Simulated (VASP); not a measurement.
Consider the following.

```
CELL_PARAMETERS angstrom
      3.95146     0.00000     0.00000
      0.00000     3.95146     0.00000
      0.00000     0.00000     3.95146
ATOMIC_POSITIONS crystal
  Ba 0.50000 0.50000 0.50000
  Ti 0.00000 0.00000 0.00000
  O  0.50000 0.00000 0.00000
  O  0.00000 0.50000 0.00000
  O  0.00000 0.00000 0.50000
```

The numbers are results of LDA (Ceperley-Alder, Perdew-Zunger) with spin-orbit coupling, VASP's LDA PAW potentials (set 64) (plane waves; VASP 6.6.1), not measurements. Run with 520 eV cut-off, 5×5×5 Γ-centred mesh, Gaussian smearing of 0.050 eV, potentials Ba_sv Ti_sv O.

Q: Give the energies of bands 33 to 46 at the high-symmetry points, in eV from the valence-band maximum.

A: 
```json
[
 {"band": "33", "Γ": "-1.17", "X": "-1.98", "M": "-1.72", "R": "-2.20"},
 {"band": "34", "Γ": "-1.17", "X": "-1.98", "M": "-1.72", "R": "-2.20"},
 {"band": "35", "Γ": "-0.21", "X": "-1.83", "M": "-0.93", "R": "-0.02"},
 {"band": "36", "Γ": "-0.21", "X": "-1.83", "M": "-0.93", "R": "-0.02"},
 {"band": "37", "Γ": "-0.05", "X": "-0.74", "M": "-0.76", "R": "0.00"},
 {"band": "38", "Γ": "-0.05", "X": "-0.74", "M": "-0.76", "R": "0.00"},
 {"band": "39", "Γ": "-0.05", "X": "-0.70", "M": "-0.10", "R": "0.00"},
 {"band": "40", "Γ": "-0.05", "X": "-0.70", "M": "-0.10", "R": "0.00"},
 {"band": "41", "Γ": "1.71", "X": "1.90", "M": "3.64", "R": "4.37"},
 {"band": "42", "Γ": "1.71", "X": "1.90", "M": "3.64", "R": "4.37"},
 {"band": "43", "Γ": "1.71", "X": "3.63", "M": "3.66", "R": "4.37"},
 {"band": "44", "Γ": "1.71", "X": "3.63", "M": "3.66", "R": "4.37"},
 {"band": "45", "Γ": "1.74", "X": "3.65", "M": "4.08", "R": "4.38"},
 {"band": "46", "Γ": "1.74", "X": "3.65", "M": "4.08", "R": "4.38"}
]
```

The gap is indirect, 1.71 eV, from the valence maximum at R to the conduction minimum at Γ.

The structure comes from a computed database's BaTiO3 entry (Pm-3m); how it stands against other phases isn't given here. It was relaxed first.
